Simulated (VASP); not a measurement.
An input for Quantum ESPRESSO's pw.x (written as the equivalent of a VASP run, and not itself run):

```
&CONTROL
  calculation = 'vc-relax'
  pseudo_dir = './pseudo'
  outdir = './out'
  tprnfor = .true.
  tstress = .true.
  nstep = 60
  forc_conv_thr = 0.00039
/
&SYSTEM
  ibrav = 0
  nat = 1
  ntyp = 1
  ecutwfc = 82
  occupations = 'smearing'
  smearing = 'methfessel-paxton'
  degauss = 0.00735
  input_dft = 'pbe'
  vdw_corr = 'grimme-d3'
  dftd3_version = 4
  dftd3_threebody = .false.
/
&ELECTRONS
  conv_thr = 7.3e-08
  electron_maxstep = 100
/
&IONS
/
&CELL
/
ATOMIC_SPECIES
  Nb 92.906 Nb.upf
CELL_PARAMETERS angstrom
    -1.6500000    1.6500000    1.6500000
     1.6500000   -1.6500000    1.6500000
     1.6500000    1.6500000   -1.6500000
ATOMIC_POSITIONS crystal
  Nb   0.0000000  0.0000000  0.0000000
K_POINTS automatic
  14 14 14 0 0 0
```

Translate this input to VASP (INCAR, KPOINTS, POSCAR, choice of POTCAR).

Several could match; the one computed here: 
### KPOINTS
```
Automatic mesh
0
Gamma
14 14 14
0 0 0
```

### POSCAR
```
Nb
1
   -1.6500000000     1.6500000000     1.6500000000
    1.6500000000    -1.6500000000     1.6500000000
    1.6500000000     1.6500000000    -1.6500000000
Nb
1
Direct
  0.0000000000   0.0000000000   0.0000000000
```

### INCAR
```
ALGO = Normal
EDIFF = 1E-6
EDIFFG = -0.01
ENCUT = 520
GGA = PE
IBRION = 2
ISIF = 3
ISMEAR = 1
IVDW = 12
LASPH = T
LCHARG = F
LMAXMIX = 4
LREAL = F
LWAVE = F
NELM = 100
NSW = 60
PREC = Accurate
SIGMA = 0.1
SYSTEM = Nb
```

POTCAR, in this order: Nb_sv (PBE.64 set). Program: vasp_std.

What does not carry over: the potentials are each code's own (VASP's PAW set, PseudoDojo norm-conserving files in pw.x), so ENCUT and ecutwfc are chosen apart and not converted; conv_thr bounds pw.x's estimated SCF error, while EDIFF bounds the energy change between steps; forc_conv_thr acts on force components and is met together with etot_conv_thr.

The compound is Nb in the bcc structure. This run relaxes it. Symmetry was kept, so distortions that lower it aren't found.
